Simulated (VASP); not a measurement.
Input:

```
PbF2
1.0
    0.00000     3.04792     3.04792
    3.04792     0.00000     3.04792
    3.04792     3.04792     0.00000
Pb F
1 2
Direct
  0.00000   0.00000   0.00000
  0.25000   0.25000   0.25000
  0.75000   0.75000   0.75000
```

Method: r2SCAN meta-GGA, VASP's PBE PAW potentials (set 64) (plane waves; VASP). Numerical set-up: 600 eV cut-off, 6×6×6 Γ-centred mesh, Gaussian smearing of 0.050 eV, potentials Pb_d F.

Q: Give the stress tensor in GPa (positive for a compressed cell).

A: 
```
-5.62   0.00   0.00
 0.00  -5.62   0.00
 0.00   0.00  -5.62
```
The pressure is its mean diagonal, -5.62 GPa.

The compound is PbF2 in the fluorite structure, the β form. This cell was strained or had an atom moved on purpose.
